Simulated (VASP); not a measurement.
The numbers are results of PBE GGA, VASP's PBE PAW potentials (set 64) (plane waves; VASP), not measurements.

VASP ran on this input.

KPOINTS:
```
kpoints
0
Gamma
13 13 8
0 0 0
```

POSCAR:
```
Tc
1
    1.3974000000    -2.4203680000     0.0000000000
    1.3974000000     2.4203680000     0.0000000000
    0.0000000000     0.0000000000     4.4778000000
Tc
2
Direct
  0.3333330000   0.6666670000   0.2500000000
  0.6666670000   0.3333330000   0.7500000000
```

### INCAR
```
PREC = Accurate
ISIF = 2   ! forces and stress, cell fixed
LCHARG = .FALSE.
LREAL = .FALSE.   ! projection in real space or not
GGA = PE
LMAXMIX = 4   ! l cut-off of mixed one-centre charges
EDIFF = 1E-6   ! SCF stop (eV)
ISYM = 0
SIGMA = 0.1
LWAVE = .FALSE.
NELM = 100
SYSTEM = Tc
ALGO = Normal
LASPH = .TRUE.   ! aspherical one-centre terms
ISMEAR = 1   ! Methfessel-Paxton
ENCUT = 400   ! plane-wave cut-off (eV)
```

POTCAR, in this order: Tc_pv (PBE.64 set). Program: vasp_std.

Output

OUTCAR:
```
 ion  position               nearest neighbor table
   1  0.333  0.667  0.250-   2 2.76   2 2.76   2 2.76   2 2.76   2 2.76   2 2.76
   2  0.667  0.333  0.750-   1 2.76   1 2.76   1 2.76   1 2.76   1 2.76   1 2.76
 Subroutine IBZKPT returns following result:
 Found    677 irreducible k-points:

 Following reciprocal coordinates:
            Coordinates               Weight
  0.000000  0.000000  0.000000      1.000000
  0.076923 -0.000000  0.000000      2.000000
 -0.000000  0.076923  0.000000      2.000000
 -0.076923  0.076923  0.000000      2.000000
  0.153846  0.000000  0.000000      2.000000
  0.000000  0.153846  0.000000      2.000000
 -0.153846  0.153846  0.000000      2.000000
  0.230769 -0.000000  0.000000      2.000000
 -0.000000  0.230769  0.000000      2.000000
 -0.230769  0.230769  0.000000      2.000000
  0.307692  0.000000  0.000000      2.000000
  0.000000  0.307692  0.000000      2.000000
 -0.307692  0.307692  0.000000      2.000000
  0.384615 -0.000000  0.000000      2.000000
 -0.000000  0.384615  0.000000      2.000000
 -0.384615  0.384615  0.000000      2.000000
  0.461538 -0.000000  0.000000      2.000000
 -0.000000  0.461538  0.000000      2.000000
 -0.461538  0.461538  0.000000      2.000000
  0.076923  0.076923  0.000000      2.000000
 -0.076923  0.153846  0.000000      2.000000
 -0.153846  0.076923  0.000000      2.000000
  0.153846  0.076923  0.000000      2.000000
 -0.076923  0.230769  0.000000      2.000000
 -0.230769  0.153846  0.000000      2.000000
 -0.153846  0.230769  0.000000      2.000000
  0.076923  0.153846  0.000000      2.000000
  0.230769 -0.076923  0.000000      2.000000
  0.230769  0.076923  0.000000      2.000000
 -0.076923  0.307692  0.000000      2.000000
 -0.307692  0.230769  0.000000      2.000000
 -0.230769  0.307692  0.000000      2.000000
  0.076923  0.230769  0.000000      2.000000
  0.307692 -0.076923  0.000000      2.000000
  0.307692  0.076923  0.000000      2.000000
 -0.076923  0.384615  0.000000      2.000000
 -0.384615  0.307692  0.000000      2.000000
 -0.307692  0.384615  0.000000      2.000000
  0.076923  0.307692  0.000000      2.000000
  0.384615 -0.076923  0.000000      2.000000
   k-points           NKPTS =    677   k-points in BZ     NKDIM =    677   number of bands    NBANDS=     17
   number of dos      NEDOS =    301   number of ions     NIONS =      2
   total plane-waves  NPLWV =   9720
   dimension x,y,z NGX =    18 NGY =   18 NGZ =   30
   dimension x,y,z NGXF=    36 NGYF=   36 NGZF=   60
   ions per type =               2
   PREC   = accura    normal or accurate (medium, high low for compatibility)
   ISTART =      0    job   : 0-new  1-cont  2-samecut
   ICHARG =      2    charge: 1-file 2-atom 10-const
   ISPIN  =      1    spin polarized calculation?
   LNONCOLLINEAR =      F non collinear calculations
   LSORBIT =      F    spin-orbit coupling
   INIWAV =      1    electr: 0-lowe 1-rand  2-diag
   ENCUT  =  400.0 eV  29.40 Ry    5.42 a.u.   4.56  4.56  7.30*2*pi/ulx,y,z
   NELM   =    100;   NELMIN=  2; NELMDL= -5     # of ELM steps
   EDIFF  = 0.1E-05   stopping-criterion for ELM
   LREAL  =      F    real-space projection
   NLSPLINE    = F    spline interpolate recip. space projectors
   LMAXMIX     =    4 max onsite mixed and CHGCAR
   VOSKOWN=      0    Vosko Wilk Nusair interpolation
   EDIFFG = 0.1E-04   stopping-criterion for IOM
   NSW    =      0    number of steps for IOM
   NBLOCK =      1;   KBLOCK =      1    inner block; outer block
   IBRION =     -1    ionic relax: 0-MD 1-quasi-New 2-CG
   NFREE  =      0    steps in history (QN), initial steepest desc. (CG)
   ISIF   =      2    stress and relaxation
   ISYM   =      0    0-nonsym 1-usesym 2-fastsym
...
```

File OSZICAR:
```
       N       E                     dE             d eps       ncg     rms          rms(c)
DAV:   1     0.274484633567E+03    0.27448E+03   -0.14725E+04 23522   0.130E+03
DAV:   2    -0.152847247691E+02   -0.28977E+03   -0.28691E+03 25613   0.411E+02
DAV:   3    -0.220977714048E+02   -0.68130E+01   -0.66263E+01 27999   0.732E+01
DAV:   4    -0.221635067856E+02   -0.65735E-01   -0.65358E-01 25796   0.691E+00
DAV:   5    -0.221640973091E+02   -0.59052E-03   -0.59038E-03 25482   0.626E-01    0.215E+01
DAV:   6    -0.207825867859E+02    0.13815E+01   -0.36387E+00 24669   0.183E+01    0.594E+00
DAV:   7    -0.206434316230E+02    0.13916E+00   -0.56402E-01 26535   0.645E+00    0.775E-01
DAV:   8    -0.206343333790E+02    0.90982E-02   -0.84303E-03 23669   0.985E-01    0.232E-01
DAV:   9    -0.206342412549E+02    0.92124E-04   -0.62197E-04 28096   0.211E-01    0.253E-02
DAV:  10    -0.206342412648E+02   -0.98717E-08   -0.37147E-05 25944   0.619E-02    0.185E-02
DAV:  11    -0.206342384892E+02    0.27756E-05   -0.22184E-05 24419   0.430E-02    0.128E-02
DAV:  12    -0.206342383088E+02    0.18044E-06   -0.24015E-06 18143   0.150E-02
   1 F= -.20634238E+02 E0= -.20634253E+02  d E =0.429373E-04
```

**OUTCAR**
```
------------------------ aborting loop because EDIFF is reached ----------------------------------------
  FORCE on cell =-STRESS in cart. coord.  units (eV):
  Direction    XX          YY          ZZ          XY          YZ          ZX
  --------------------------------------------------------------------------------------
  Total       -2.7391680     -2.7391972     -2.6955954     -0.0000021     -0.0000167      0.0000333
  in kB     -144.8880022   -144.8895441   -142.5832315     -0.0001086     -0.0008830      0.0017626
  external PRESSURE =    -144.1202593 kB  Pullay stress =       0.0000000 kB
  volume of cell :       30.29
      direct lattice vectors                 reciprocal lattice vectors
     1.397400000 -2.420368000  0.000000000     0.357807357 -0.206580156  0.000000000
     1.397400000  2.420368000  0.000000000     0.357807357  0.206580156  0.000000000
     0.000000000  0.000000000  4.477800000     0.000000000  0.000000000  0.223323954
 POSITION                                       TOTAL-FORCE (eV/Angst)
 -----------------------------------------------------------------------------------
      1.39740      0.80679      1.11945        -0.000001     -0.000007      0.000001
      1.39740     -0.80679      3.35835         0.000001      0.000007     -0.000001
 -----------------------------------------------------------------------------------
    total drift:                               -0.000000     -0.000000      0.000000
  FREE ENERGIE OF THE ION-ELECTRON SYSTEM (eV)
  ---------------------------------------------------
  free  energy   TOTEN  =       -20.6342383088 eV

  energy  without entropy=      -20.6342812461  energy(sigma->0) =      -20.63425262
```
(Selected blocks of OUTCAR.)

OUTCAR:
```
 val. band max:       11.6412781079   @ k =   0.4615   0.3077   0.5000

 cond. band min:      11.6579087595   @ k =  -0.3846  -0.1538   0.2500


 Fermi energy:        11.6456285738

 k-point     1 :       0.0000    0.0000    0.0000
  band No.  band energies     occupation
      1     -27.6209      2.00000
      2     -26.6978      2.00000
      3     -26.6978      2.00000
      4     -26.5402      2.00000
      5     -26.5402      2.00000
      6     -26.5153      2.00000
      7       4.6279      2.00000
      8       6.6326      2.00000
      9      10.2926      2.00000
     10      10.2926      2.00000
     11      10.3545      2.00000
     12      10.9489      2.00000
     13      10.9489      2.00000
     14      11.5834      1.85911
     15      11.5835      1.85897
     16      13.2435     -0.00000
     17      14.0362      0.00000

 k-point     2 :       0.0769   -0.0000    0.0000
  band No.  band energies     occupation
      1     -27.6010      2.00000
      2     -26.7428      2.00000
      3     -26.7128      2.00000
      4     -26.5873      2.00000
      5     -26.5472      2.00000
      6     -26.5241      2.00000
      7       4.8367      2.00000
      8       6.8008      2.00000
      9       9.8958      2.00000
     10      10.4684      2.00000
     11      10.6886      2.00000
     12      10.8502      2.00000
     13      11.1119      2.00000
     14      11.3194      2.00004
     15      11.4476      2.01704
     16      12.2345     -0.00000
     17      14.1194      0.00000

 k-point     3 :      -0.0000    0.0769    0.0000
  band No.  band energies     occupation
      1     -27.6010      2.00000
      2     -26.7428      2.00000
      3     -26.7128      2.00000
      4     -26.5873      2.00000
      5     -26.5472      2.00000
      6     -26.5241      2.00000
      7       4.8367      2.00000
      8       6.8008      2.00000
      9       9.8958      2.00000
     10      10.4684      2.00000
     11      10.6886      2.00000
...
```

The compound is Tc in the hcp structure. The cell was not relaxed at this level. The run is one of a series of settings (ISYM = 0 against the base run), some of them coarse on purpose.
